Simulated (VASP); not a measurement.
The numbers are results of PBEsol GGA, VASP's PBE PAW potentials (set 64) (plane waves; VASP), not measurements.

A VASP calculation is set up with these files.

KPOINTS:
```
Automatic mesh
0
Gamma
10 10 10
0 0 0
```

**INCAR**
```
# general
SYSTEM  = HfC
PREC    = Accurate
ENCUT   = 520
LREAL   = F
LASPH   = T

# electronic loop
EDIFF   = 1E-6
NELM    = 100
ALGO    = Normal
LMAXMIX = 6

# smearing
ISMEAR  = 1
SIGMA   = 0.1

# functional
GGA     = PS

# ions
IBRION  = 2
NSW     = 60
ISIF    = 3
EDIFFG  = -0.01

# output
LWAVE   = F
LCHARG  = F
```

POSCAR:
```
HfC
1
    3.2630000000     0.0000000000     0.0000000000
    0.0000000000     3.2630000000     0.0000000000
    0.0000000000     0.0000000000     3.2630000000
Hf C
1 1
Direct
  0.0000000000   0.0000000000   0.0000000000
  0.5000000000   0.5000000000   0.5000000000
```

POTCAR, in this order: Hf_pv C (PBE.64 set). Program: vasp_std.

Energy and stress use the plane-wave basis of the starting cell. Unless said otherwise, spin-orbit coupling is left out, though it shifts the bands of the heavy elements here.

Estimate the energy per atom (σ→0), volume per atom, band gap (on the k-mesh).

```json
{
 "energy per atom (σ→0)": "-9.775 eV/atom",
 "band gap (on the k-mesh)": "none (metal, semimetal or under 0.01 eV)",
 "volume_per_atom": "11.74 Å^3/atom"
}
```

### OSZICAR
```
...
       N       E                     dE             d eps       ncg     rms          rms(c)
DAV:   1    -0.195508855127E+02   -0.86789E-03   -0.17473E-02  1232   0.127E+00    0.307E-01
DAV:   2    -0.195504174863E+02    0.46803E-03   -0.72576E-04  1241   0.264E-01    0.181E-01
DAV:   3    -0.195502650182E+02    0.15247E-03   -0.32097E-04  1390   0.150E-01    0.106E-01
DAV:   4    -0.195502541434E+02    0.10875E-04   -0.32462E-05  1437   0.517E-02    0.726E-02
DAV:   5    -0.195502555942E+02   -0.14508E-05   -0.34508E-06  1426   0.149E-02    0.218E-02
DAV:   6    -0.195502551337E+02    0.46056E-06   -0.14532E-07   646   0.289E-03
   7 F= -.19550255E+02 E0= -.19550147E+02  d E =-.160528E-03
```

The structure was generated: HfC was put into the CsCl type type (Pm-3m), which need not be its known phase. This run relaxes it. Symmetry was kept, so distortions that lower it aren't found.
